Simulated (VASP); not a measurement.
# YGe: structure and properties in VASP, part 5 of 6

Wanted: the relaxed cell of YGe and its properties. The start is a computed cell from the Materials Project.

VASP 6.6.1; PBEsol; plane waves and PAW (Y_sv, Ge_d).

So far. Step 5 (Bands along the symmetry lines (PBEsol)): There is no gap at this level. Step 6 (Density of states (PBEsol)): The finer mesh and the other smearing move the Fermi level by +0.02 eV from the 6×6×6 run, a small shift, which tests the Fermi level alone. Of the states within 0.3 eV of the Fermi level, the largest shares in the PAW spheres are Y d 42 %, Ge p 11 % and Y p 5 %. The rest lies in smaller channels or between the spheres.

**7. Vibrations at Γ (PBEsol) (continued)**

OUTCAR, selected parts (step 7):

```text
   k-points           NKPTS =    186   k-points in BZ     NKDIM =    186   number of bands    NBANDS=     31

   NELECT =      50.0000    total number of electrons

  Total        0.1903909      0.1001314     -0.4295424      0.0000000     -0.0000000      0.0000000
  in kB        3.4674834      1.8236385     -7.8230185      0.0000000     -0.0000000      0.0000000
  external PRESSURE =      -0.8439655 kB  Pullay stress =       0.0000000 kB

 POSITION                                       TOTAL-FORCE (eV/Angst)
 -----------------------------------------------------------------------------------
      2.11077      3.83552      0.98333         0.000000     -0.051463     -0.000000
      2.11077     -3.83552      2.94998         0.000000      0.051463     -0.000000
      2.11077      0.89673      0.98333         0.000000      0.004466      0.000000
      2.11077     -0.89673      2.94998         0.000000     -0.004466     -0.000000
 -----------------------------------------------------------------------------------
    total drift:                                0.000000      0.000000     -0.000000

 Eigenvectors and eigenvalues of the dynamical matrix
 ----------------------------------------------------

   1 f  =    6.466956 THz    40.633085 2PiTHz  215.714446 cm-1    26.745171 meV
             X         Y         Z           dx          dy          dz
      2.110771  3.835520  0.983326    -0.543222   -0.000000    0.000000
      2.110771 -3.835520  2.949979     0.543222    0.000000   -0.000000
      2.110771  0.896731  0.983326    -0.452670    0.000000    0.000000
      2.110771 -0.896731  2.949979     0.452670   -0.000000   -0.000000

   2 f  =    6.460837 THz    40.594639 2PiTHz  215.510339 cm-1    26.719865 meV
             X         Y         Z           dx          dy          dz
      2.110771  3.835520  0.983326    -0.483507    0.000000    0.000000
      2.110771 -3.835520  2.949979    -0.483507   -0.000000   -0.000000
      2.110771  0.896731  0.983326     0.515966   -0.000000    0.000000
      2.110771 -0.896731  2.949979     0.515966    0.000000   -0.000000

   3 f  =    6.421925 THz    40.350144 2PiTHz  214.212356 cm-1    26.558935 meV
             X         Y         Z           dx          dy          dz
      2.110771  3.835520  0.983326    -0.000000   -0.412325    0.000000
      2.110771 -3.835520  2.949979    -0.000000    0.412325    0.000000
      2.110771  0.896731  0.983326     0.000000    0.574446   -0.000000
      2.110771 -0.896731  2.949979     0.000000   -0.574446   -0.000000

   4 f  =    6.156864 THz    38.684720 2PiTHz  205.370891 cm-1    25.462734 meV
             X         Y         Z           dx          dy          dz
      2.110771  3.835520  0.983326     0.000000    0.000000    0.410405
      2.110771 -3.835520  2.949979    -0.000000    0.000000   -0.410405
      2.110771  0.896731  0.983326    -0.000000   -0.000000    0.575819
      2.110771 -0.896731  2.949979    -0.000000   -0.000000   -0.575819

   5 f  =    5.490511 THz    34.497901 2PiTHz  183.143748 cm-1    22.706921 meV
             X         Y         Z           dx          dy          dz
      2.110771  3.835520  0.983326    -0.000000    0.000000    0.474324
      2.110771 -3.835520  2.949979     0.000000   -0.000000    0.474324
      2.110771  0.896731  0.983326     0.000000   -0.000000   -0.524420
      2.110771 -0.896731  2.949979     0.000000   -0.000000   -0.524420

   6 f  =    5.054905 THz    31.760903 2PiTHz  168.613470 cm-1    20.905397 meV
             X         Y         Z           dx          dy          dz
      2.110771  3.835520  0.983326     0.000000   -0.473552    0.000000
      2.110771 -3.835520  2.949979    -0.000000   -0.473552    0.000000
      2.110771  0.896731  0.983326    -0.000000    0.525117    0.000000
      2.110771 -0.896731  2.949979     0.000000    0.525117   -0.000000

   7 f  =    4.457636 THz    28.008155 2PiTHz  148.690743 cm-1    18.435294 meV
             X         Y         Z           dx          dy          dz
      2.110771  3.835520  0.983326    -0.000000   -0.574446   -0.000000
      2.110771 -3.835520  2.949979     0.000000    0.574446    0.000000
      2.110771  0.896731  0.983326     0.000000   -0.412325    0.000000
      2.110771 -0.896731  2.949979    -0.000000    0.412325   -0.000000

   8 f  =    4.032575 THz    25.337419 2PiTHz  134.512236 cm-1    16.677384 meV
             X         Y         Z           dx          dy          dz
      2.110771  3.835520  0.983326    -0.000000    0.000000   -0.575819
      2.110771 -3.835520  2.949979     0.000000   -0.000000    0.575819
      2.110771  0.896731  0.983326     0.000000    0.000000    0.410405
      2.110771 -0.896731  2.949979    -0.000000   -0.000000   -0.410405

   9 f  =    3.387483 THz    21.284185 2PiTHz  112.994281 cm-1    14.009499 meV
             X         Y         Z           dx          dy          dz
      2.110771  3.835520  0.983326     0.452670   -0.000000   -0.000000
      2.110771 -3.835520  2.949979    -0.452670    0.000000    0.000000
      2.110771  0.896731  0.983326    -0.543222   -0.000000   -0.000000
      2.110771 -0.896731  2.949979     0.543222    0.000000   -0.000000

  10 f/i=    0.002282 THz     0.014335 2PiTHz    0.076104 cm-1     0.009436 meV
             X         Y         Z           dx          dy          dz
      2.110771  3.835520  0.983326     0.000000    0.000000   -0.524420
      2.110771 -3.835520  2.949979     0.000000    0.000000   -0.524420
      2.110771  0.896731  0.983326     0.000000    0.000000   -0.474324
      2.110771 -0.896731  2.949979     0.000000    0.000000   -0.474324

  11 f/i=    0.005334 THz     0.033513 2PiTHz    0.177917 cm-1     0.022059 meV
             X         Y         Z           dx          dy          dz
      2.110771  3.835520  0.983326    -0.000000    0.525117    0.000000
      2.110771 -3.835520  2.949979    -0.000000    0.525117    0.000000
      2.110771  0.896731  0.983326    -0.000000    0.473552    0.000000
      2.110771 -0.896731  2.949979    -0.000000    0.473552    0.000000

  12 f/i=    0.116752 THz     0.733574 2PiTHz    3.894424 cm-1     0.482847 meV
             X         Y         Z           dx          dy          dz
      2.110771  3.835520  0.983326     0.515966    0.000000    0.000000
      2.110771 -3.835520  2.949979     0.515966    0.000000    0.000000
      2.110771  0.896731  0.983326     0.483507    0.000000    0.000000
      2.110771 -0.896731  2.949979     0.483507    0.000000    0.000000

 ELASTIC MODULI CONTR FROM IONIC RELAXATION (kBar)
 Direction    XX          YY          ZZ          XY          YZ          ZX
 --------------------------------------------------------------------------------
 XX         -20.9630      9.4378    -27.8008      0.0000      0.0000      0.0000
 YY           9.4378     -6.2119     15.7106     -0.0000     -0.0000      0.0000
 ZZ         -27.8008     15.7106    -42.0672      0.0000      0.0000      0.0000
 XY           0.0000     -0.0000      0.0000    -48.6479      0.0000      0.0000
 YZ           0.0000     -0.0000      0.0000      0.0000   -108.4611      0.0000
 ZX           0.0000      0.0000      0.0000      0.0000      0.0000      0.0000
 --------------------------------------------------------------------------------

[... 7 parts as in an earlier step ...]

[... 3 further parts left out ...]
```

Energies printed during the response cycles are not total energies of the cell.

This step gave:

| Property | Result |
| --- | --- |
| bands | 31 |
| irreducible k-points | 186 |
| pressure of the cell | -0.08440 GPa |
| largest force of the cell | 0.05146 eV/Å |
| Fermi energy | 5.216 eV |

Modes at Γ, with each element's share of the kinetic energy:

| mode | frequency (cm⁻¹) | symmetry | Y % | Ge % |
| --- | --- | --- | --- | --- |
| 1 | -3.9 | acoustic | 53 | 47 |
| 2 | -0.2 | acoustic | 55 | 45 |
| 3 | -0.1 | acoustic | 55 | 45 |
| 4 | 113.0 | Bg | 41 | 59 |
| 5 | 134.5 | Bg | 66 | 34 |
| 6 | 148.7 | Ag | 66 | 34 |
| 7 | 168.6 | Bu | 45 | 55 |
| 8 | 183.1 | Bu | 45 | 55 |
| 9 | 205.4 | Bg | 34 | 66 |
| 10 | 214.2 | Ag | 34 | 66 |
| 11 | 215.5 | Bu | 47 | 53 |
| 12 | 215.7 | Bg | 59 | 41 |

Displacements in mode 4 (113.0 cm⁻¹), the largest set to 1:
```
Y1   0.75  0.00  0.00
Y2  -0.75  0.00  0.00
Ge3 -1.00  0.00  0.00
Ge4  1.00  0.00  0.00
```

Displacements in mode 6 (148.7 cm⁻¹), the largest set to 1:
```
Y1   0.00 -1.00  0.00
Y2   0.00  1.00  0.00
Ge3  0.00 -0.79  0.00
Ge4  0.00  0.79  0.00
```

The three acoustic modes lie within 3.9 cm⁻¹ of zero, and all others are real. By the characters of their eigenvectors the optical modes sort into (cm⁻¹) Raman active: Bg 113, Bg 135, Ag 149, Bg 205, Ag 214, Bg 216; infrared active: Bu 169, Bu 183, Bu 216. B labels carry no number here, since it depends on the setting of the axes. With a centre of inversion no mode is active in both.

**8. Volume scan with PBEsol, volume scale 0.94**

An equation of state needs energies on both sides of the minimum, all on one mesh and cutoff.

INCAR reads:

```
SYSTEM = YGe
PREC = Accurate
ENCUT = 410
EDIFF = 1E-06
NELM = 100
ISMEAR = 0
SIGMA = 0.05
LREAL = .FALSE.
ALGO = Normal
GGA = PS
NBANDS = 31
LASPH = .TRUE.
LORBIT = 11
LWAVE = .FALSE.
LCHARG = .FALSE.
KPAR = 4
ISIF = 2
```

POSCAR reads:

```
YGe
1.0
    2.0676818073     -5.1898661991      0.0000000000
    2.0676818073      5.1898661991      0.0000000000
    0.0000000000      0.0000000000      3.8530112131
Y Ge
2 2
Direct
    0.1380232545      0.8619767455      0.2500000000
    0.8619767455      0.1380232545      0.7500000000
    0.4153710894      0.5846289106      0.2500000000
    0.5846289106      0.4153710894      0.7500000000
```

KPOINTS reads:

```
Automatic mesh
0
Gamma
6 6 6
0 0 0
```

Potentials, in the order of the species: Y_sv and Ge_d (PBE family, release 64).

Launch:

```console
$ mpirun -np 4 vasp_std
```

Log:

```text
[... set-up lines as in an earlier step ...]
 entering main loop
       N       E                     dE             d eps       ncg     rms          rms(c)
DAV:   1     0.404011217041E+03    0.40401E+03   -0.21792E+04  3814   0.307E+03
DAV:   2     0.374857603918E+02   -0.36653E+03   -0.35538E+03  3274   0.715E+02
DAV:   3    -0.227418806623E+02   -0.60228E+02   -0.59341E+02  3869   0.177E+02
DAV:   4    -0.283406854981E+02   -0.55988E+01   -0.55770E+01  5416   0.470E+01
DAV:   5    -0.284782464289E+02   -0.13756E+00   -0.13750E+00  4370   0.758E+00    0.459E+01
DAV:   6    -0.274275881871E+02    0.10507E+01   -0.21003E+00  5103   0.745E+00    0.301E+01
DAV:   7    -0.273256271396E+02    0.10196E+00   -0.20983E+00  5112   0.876E+00    0.452E+00
DAV:   8    -0.272772387885E+02    0.48388E-01   -0.56015E-01  4352   0.548E+00    0.137E+00
DAV:   9    -0.272760708310E+02    0.11680E-02   -0.34027E-02  4765   0.186E+00    0.317E-01
DAV:  10    -0.272759007883E+02    0.17004E-03   -0.23030E-03  4310   0.344E-01    0.898E-02
DAV:  11    -0.272758923231E+02    0.84652E-05   -0.14356E-04  5191   0.106E-01    0.295E-02
DAV:  12    -0.272758896343E+02    0.26887E-05   -0.12943E-05  3864   0.259E-02    0.124E-02
DAV:  13    -0.272758894561E+02    0.17822E-06   -0.27988E-06  3468   0.130E-02
   1 F= -.27275889E+02 E0= -.27273928E+02  d E =-.392375E-02
```

Wall time 27 s (4 MPI ranks of AMD EPYC 9R14 (Zen 4), shared host); peak memory 0.97 GiB; 1.7 min of CPU time.

OUTCAR, selected parts (step 8):

```text
   ENCUT  =  410.0 eV  30.13 Ry    5.49 a.u.   9.22  9.22  6.36*2*pi/ulx,y,z

   NELECT =      50.0000    total number of electrons

 E-fermi :   5.6076

 k-point     1 :       0.0000    0.0000    0.0000
  band No.  band energies     occupation
    ...
     20      -1.4692      2.00000
     21       2.8265      2.00000
     22       3.7157      2.00000
     23       4.3940      2.00000
     24       4.5293      2.00000
     25       6.0442      0.00000
     26       6.3674      0.00000
     27       7.1411      0.00000
     28       8.4094      0.00000
     29       8.6531      0.00000
    ...

  Total        3.3956923      3.0715743      3.1838105      0.0000000      0.0000000      0.0000000
  in kB       65.7913461     59.5115779     61.6861487      0.0000000      0.0000000      0.0000000
  external PRESSURE =      62.3296909 kB  Pullay stress =       0.0000000 kB

 POSITION                                       TOTAL-FORCE (eV/Angst)
 -----------------------------------------------------------------------------------
      2.06768      3.75722      0.96325         0.000000     -0.069530     -0.000000
      2.06768     -3.75722      2.88976         0.000000      0.069530      0.000000
      2.06768      0.87843      0.96325         0.000000     -0.030435     -0.000000
      2.06768     -0.87843      2.88976         0.000000      0.030435      0.000000
 -----------------------------------------------------------------------------------
    total drift:                                0.000000      0.000000     -0.000000

  FREE ENERGIE OF THE ION-ELECTRON SYSTEM (eV)
  ---------------------------------------------------
  free  energy   TOTEN  =       -27.2758894561 eV

  energy  without entropy=      -27.2719657081  energy(sigma->0) =      -27.27392758

[... 4 parts as in an earlier step ...]

[... 12 further parts left out ...]
```

The scan keeps the cell's shape and the fractional positions fixed.

This step gave:

- SCF cycles: 13
- irreducible k-points: 52
- free energy (TOTEN): -27.28 eV
- energy at zero smearing: -27.27 eV
- Fermi energy: 5.608 eV
- pressure: 6.233 GPa

Force by atom:

| atom | x (eV/Å) | y (eV/Å) | z (eV/Å) | size |
| --- | --- | --- | --- | --- |
| Y1 | 0.0000 | -0.0695 | 0.0000 | 0.0695 |
| Y2 | 0.0000 | 0.0695 | 0.0000 | 0.0695 |
| Ge3 | 0.0000 | -0.0304 | 0.0000 | 0.0304 |
| Ge4 | 0.0000 | 0.0304 | 0.0000 | 0.0304 |

The pressure here is 6.23 GPa.

**9. Volume scan with PBEsol, volume scale 0.96**

INCAR is that of step 8.

POSCAR reads:

```
YGe
1.0
    2.0822434265     -5.2264157568      0.0000000000
    2.0822434265      5.2264157568      0.0000000000
    0.0000000000      0.0000000000      3.8801459889
Y Ge
2 2
Direct
    0.1380232545      0.8619767455      0.2500000000
    0.8619767455      0.1380232545      0.7500000000
    0.4153710894      0.5846289106      0.2500000000
    0.5846289106      0.4153710894      0.7500000000
```

KPOINTS is that of step 8.

Launch:

```console
$ mpirun -np 4 vasp_std
```

Log:

```text
[... set-up lines as in an earlier step ...]
 entering main loop
       N       E                     dE             d eps       ncg     rms          rms(c)
DAV:   1     0.400036769628E+03    0.40004E+03   -0.22035E+04  3860   0.302E+03
DAV:   2     0.379077032896E+02   -0.36213E+03   -0.35054E+03  3231   0.713E+02
DAV:   3    -0.228002766444E+02   -0.60708E+02   -0.59775E+02  3900   0.178E+02
DAV:   4    -0.284251457552E+02   -0.56249E+01   -0.55944E+01  5423   0.467E+01
DAV:   5    -0.285630452082E+02   -0.13790E+00   -0.13788E+00  4344   0.747E+00    0.443E+01
DAV:   6    -0.274874224239E+02    0.10756E+01   -0.22171E+00  5106   0.741E+00    0.291E+01
DAV:   7    -0.273839975923E+02    0.10342E+00   -0.21120E+00  5089   0.874E+00    0.455E+00
DAV:   8    -0.273354902830E+02    0.48507E-01   -0.55202E-01  4350   0.533E+00    0.135E+00
DAV:   9    -0.273342957485E+02    0.11945E-02   -0.32534E-02  4757   0.180E+00    0.311E-01
DAV:  10    -0.273341193074E+02    0.17644E-03   -0.22076E-03  4212   0.336E-01    0.827E-02
DAV:  11    -0.273341106427E+02    0.86647E-05   -0.13786E-04  5198   0.105E-01    0.296E-02
DAV:  12    -0.273341077938E+02    0.28489E-05   -0.14062E-05  3858   0.263E-02    0.134E-02
DAV:  13    -0.273341077077E+02    0.86098E-07   -0.24363E-06  3304   0.127E-02
   1 F= -.27334108E+02 E0= -.27332074E+02  d E =-.406705E-02
```

The job ended after 28 s (4 MPI ranks; peak memory 0.96 GiB; 1.7 min of CPU time).

Parts of OUTCAR (step 9):

```text
   ENCUT  =  410.0 eV  30.13 Ry    5.49 a.u.   9.29  9.29  6.41*2*pi/ulx,y,z

   NELECT =      50.0000    total number of electrons

 E-fermi :   5.4640

 k-point     1 :       0.0000    0.0000    0.0000
  band No.  band energies     occupation
    ...
     20      -1.5908      2.00000
     21       2.6819      2.00000
     22       3.5809      2.00000
     23       4.2430      2.00000
     24       4.4191      2.00000
     25       5.8839      0.00000
     26       6.1901      0.00000
     27       6.9708      0.00000
     28       8.2102      0.00000
     29       8.4513      0.00000
    ...

  Total        2.1984317      1.9729770      2.0530364      0.0000000     -0.0000000      0.0000000
  in kB       41.7071058     37.4299355     38.9487674      0.0000000     -0.0000000      0.0000000
  external PRESSURE =      39.3619362 kB  Pullay stress =       0.0000000 kB

 POSITION                                       TOTAL-FORCE (eV/Angst)
 -----------------------------------------------------------------------------------
      2.08224      3.78368      0.97004         0.000000     -0.042872      0.000000
      2.08224     -3.78368      2.91011         0.000000      0.042872      0.000000
      2.08224      0.88461      0.97004         0.000000     -0.017217      0.000000
      2.08224     -0.88461      2.91011         0.000000      0.017217     -0.000000
 -----------------------------------------------------------------------------------
    total drift:                                0.000000      0.000000     -0.000000

  FREE ENERGIE OF THE ION-ELECTRON SYSTEM (eV)
  ---------------------------------------------------
  free  energy   TOTEN  =       -27.3341077077 eV

  energy  without entropy=      -27.3300406584  energy(sigma->0) =      -27.33207418

[... 5 parts as in an earlier step ...]

[... 11 further parts left out ...]
```

This step gave:

```yaml
free_energy_toten: -27.33 eV
energy_at_zero_smearing: -27.33 eV
fermi_energy: 5.464 eV
pressure: 3.936 GPa
```

The pressure falls from 6.23 to 3.94 GPa.

The run ends at a pressure of 3.94 GPa, with forces up to 0.043 eV/Å.

**10. Volume scan with PBEsol, volume scale 0.98**

INCAR is that of step 9.

POSCAR reads:

```
YGe
1.0
    2.0966041798     -5.2624611425      0.0000000000
    2.0966041798      5.2624611425      0.0000000000
    0.0000000000      0.0000000000      3.9069064621
Y Ge
2 2
Direct
    0.1380232545      0.8619767455      0.2500000000
    0.8619767455      0.1380232545      0.7500000000
    0.4153710894      0.5846289106      0.2500000000
    0.5846289106      0.4153710894      0.7500000000
```

KPOINTS is that of step 9.

Launch:

```console
$ mpirun -np 4 vasp_std
```

Log:

```text
[... set-up lines as in an earlier step ...]
 entering main loop
       N       E                     dE             d eps       ncg     rms          rms(c)
DAV:   1     0.396949342564E+03    0.39695E+03   -0.21955E+04  3837   0.303E+03
DAV:   2     0.365077627965E+02   -0.36044E+03   -0.34922E+03  3267   0.701E+02
DAV:   3    -0.229796737235E+02   -0.59487E+02   -0.58493E+02  3888   0.176E+02
DAV:   4    -0.284808961960E+02   -0.55012E+01   -0.54738E+01  5462   0.461E+01
[...]
DAV:  11    -0.273682108112E+02    0.11664E-04   -0.12952E-04  5168   0.113E-01    0.265E-02
DAV:  12    -0.273682083280E+02    0.24832E-05   -0.14678E-05  3959   0.262E-02    0.126E-02
DAV:  13    -0.273682083090E+02    0.18978E-07   -0.26186E-06  3311   0.131E-02
   1 F= -.27368208E+02 E0= -.27366145E+02  d E =-.412651E-02
```

Run time: 28 s. Hardware: 4 MPI ranks; peak memory 0.98 GiB.

From OUTCAR (step 10):

```text
  Total        1.0749592      0.9471893      0.9976311      0.0000000      0.0000000      0.0000000
  in kB       19.9771807     17.6026882     18.5401059      0.0000000      0.0000000      0.0000000
  external PRESSURE =      18.7066583 kB  Pullay stress =       0.0000000 kB

 POSITION                                       TOTAL-FORCE (eV/Angst)
 -----------------------------------------------------------------------------------
      2.09660      3.80978      0.97673         0.000000     -0.018283     -0.000000
      2.09660     -3.80978      2.93018         0.000000      0.018283     -0.000000
      2.09660      0.89071      0.97673         0.000000     -0.004151      0.000000
      2.09660     -0.89071      2.93018         0.000000      0.004151     -0.000000
 -----------------------------------------------------------------------------------
    total drift:                                0.000000      0.000000     -0.000000

  FREE ENERGIE OF THE ION-ELECTRON SYSTEM (eV)
  ---------------------------------------------------
  free  energy   TOTEN  =       -27.3682083090 eV

  energy  without entropy=      -27.3640818012  energy(sigma->0) =      -27.36614506

[... 1 part as in an earlier step ...]

[... 2 further parts left out ...]
[key lines of the parts left out:]
E-fermi :   5.3247
```

The pressure falls from 3.94 to 1.87 GPa.

The run ends at a pressure of 1.87 GPa, with forces up to 0.018 eV/Å.

**11. Volume scan with PBEsol, volume scale 1**

INCAR is that of step 10.

POSCAR reads:

```
YGe
1.0
    2.1107708540     -5.2980193910      0.0000000000
    2.1107708540      5.2980193910      0.0000000000
    0.0000000000      0.0000000000      3.9333052795
Y Ge
2 2
Direct
    0.1380232545      0.8619767455      0.2500000000
    0.8619767455      0.1380232545      0.7500000000
    0.4153710894      0.5846289106      0.2500000000
    0.5846289106      0.4153710894      0.7500000000
```

KPOINTS is that of step 10.

Launch:

```console
$ mpirun -np 4 vasp_std
```

Log:

```text
[... set-up lines as in an earlier step ...]
 entering main loop
       N       E                     dE             d eps       ncg     rms          rms(c)
[... 13 cycles as in an earlier step ...]
   1 F= -.27380800E+02 E0= -.27378745E+02  d E =-.410897E-02
```

Elapsed: 27 s, on 4 MPI ranks; peak memory 0.96 GiB; 1.7 min of CPU time.

Parts of OUTCAR (step 11):

```text
[... 6 parts as in an earlier step ...]

[... 1 further part left out ...]
[key lines of the parts left out:]
E-fermi :   5.1896
```

The pressure falls from 1.87 to 0.00 GPa.

The run ends at a pressure of 0.00 GPa, with forces up to 0.0081 eV/Å.

(Continued in part 6 of 6.)

[Lines on the potential files, build, host, timing and source positions are cut from VASP's logs without a mark.]

[Logs are printed without paths, hosts, clocks, repeated set-up lines and the standing remarks that a program may print on its own settings, such as how far it seeks lower states.]

[Hosts, paths, dates, database ids (printed as entryN), source tags and the programs' standing remarks are cut or masked in the printed files.]

[A measured line is paired with the nearest computed mode of its activity, which favours agreement.]
